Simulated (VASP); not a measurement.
Method: PBE GGA, VASP's PBE PAW potentials (set 64) (plane waves; VASP).

Input for VASP

KPOINTS:
```
Automatic mesh
0
Gamma
7 7 5
0 0 0
```

**INCAR**
```
SYSTEM = NiSb
PREC = Accurate; ENCUT = 400; LREAL = .FALSE.
LASPH = .TRUE.
EDIFF = 1E-6; NELM = 100; ALGO = Normal
LMAXMIX = 4
ISMEAR = 1; SIGMA = 0.1
GGA = PE
ISIF = 2
LWAVE = .FALSE.; LCHARG = .FALSE.
```

**POSCAR**
```
NiSb
1
    2.0043000000    -3.4715500000     0.0000000000
    2.0043000000     3.4715500000     0.0000000000
    0.0000000000     0.0000000000     5.2326000000
Ni Sb
2 2
Direct
  0.0000000000   0.0000000000   0.5000000000
  0.0000000000   0.0000000000   0.0000000000
  0.3333330000   0.6666670000   0.2500000000
  0.6666670000   0.3333330000   0.7500000000
```

POTCAR, in this order: Ni Sb (PBE.64 set). Program: vasp_std.

Unless said otherwise, spin-orbit coupling is left out, though it shifts the bands of the heavy elements here.

Problem. Predict the energy per atom (σ→0), pressure, band gap (on the k-mesh).

Solution. 
```yaml
energy per atom (σ→0): -5.072 eV/atom
band gap (on the k-mesh): none (metal, semimetal or under 0.01 eV)
pressure: -3.55 GPa
```

**OSZICAR**
```
...
DAV:   8    -0.203458388122E+02   -0.56473E-01   -0.17406E+00  1290   0.121E+01    0.260E+00
DAV:   9    -0.202890704792E+02    0.56768E-01   -0.23126E-01  1041   0.828E+00    0.609E-01
DAV:  10    -0.202896537943E+02   -0.58332E-03   -0.68518E-03   980   0.763E-01    0.483E-01
DAV:  11    -0.202892772644E+02    0.37653E-03   -0.68586E-04  1123   0.215E-01    0.130E-01
DAV:  12    -0.202891293825E+02    0.14788E-03   -0.56197E-04  1278   0.390E-01    0.391E-02
DAV:  13    -0.202891332734E+02   -0.38909E-05   -0.56087E-05   975   0.585E-02    0.242E-02
DAV:  14    -0.202891323235E+02    0.94988E-06   -0.19079E-06   644   0.136E-02
   1 F= -.20289132E+02 E0= -.20289915E+02  d E =0.234902E-02
```

The compound is NiSb in the NiAs type structure. The cell was not relaxed at this level. The run is not spin-polarised, so no magnetic state was tried.
